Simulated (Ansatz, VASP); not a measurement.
# Two plane-wave programs on Si3Br

```
CELL_PARAMETERS angstrom
4.22098 0.00000 0.00000
0.00000 4.22098 0.00000
0.00000 0.00000 4.22098
ATOMIC_POSITIONS crystal
Si 0.00000 0.50000 0.50000
Si 0.50000 0.00000 0.50000
Si 0.50000 0.50000 0.00000
Br 0.00000 0.00000 0.00000
```

Change from the starting cell: species swapped into the ZnAg3 type (Pm-3m, No. 221).

Alike in both runs: functional PBE; k mesh 12 × 12 × 12; occupations gaussian, width 0.1 eV; no spin polarisation.

Ansatz relaxed the structure, and its values are those at the end. VASP's run is a single point on that final structure, the one shown.

|  | VASP | Ansatz |
| --- | --- | --- |
| version | VASP 6.6.1 | Ansatz 0.2.0 |
| potentials or method | VASP PAW PBE potentials, release 64 (Si, Br) | scalar-relativistic, plane waves, PAW |
| plane-wave cutoff (eV) | 520 | 420 |
| valence electrons in the cell | 19 | 19 |

|  | VASP | Ansatz | Ansatz less VASP |
| --- | --- | --- | --- |
| gap on the k mesh at the Fermi level (eV) | none | none | - |
| pressure (GPa) | 0.0 | 0.0 | -0.02 |

A gap of «none» marks a metal or a gap that the smearing closes. With one functional, cell and mesh, what is left measures potentials, basis and numerics.

Caveats: an odd number of electrons without spin polarisation forces a metal; a magnetic or distorted state may lie lower.
